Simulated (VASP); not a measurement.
Here is the system:

```
CELL_PARAMETERS angstrom
      0.00000     2.93815     2.93815
      2.93815     0.00000     2.93815
      2.93815     2.93815     0.00000
ATOMIC_POSITIONS crystal
  S  0.50000 0.50000 0.50000
  La 0.00000 0.00000 0.00000
```

Calculation: SCAN meta-GGA, VASP's PBE PAW potentials (set 64) (plane waves; VASP). Settings: 400 eV cut-off, 12×12×12 Γ-centred mesh, tetrahedra with Blöchl corrections, potentials S La.

Question: Estimate the energy per atom (σ→0), band gap (over mesh and band path) with the smallest direct gap where there is one.

Answer: 
```yaml
band gap (over mesh and band path): none (metal, semimetal or under 0.01 eV)
energy per atom (σ→0): -28.805 eV/atom
```

The absolute energy has meaning only against runs of the same code, potentials and settings.

The structure comes from a measured LaS entry (Fm-3m) of the Crystallography Open Database, whose conditions weren't checked. It was relaxed first. The electron count is odd and the run is not spin-polarised, which forces a metal.
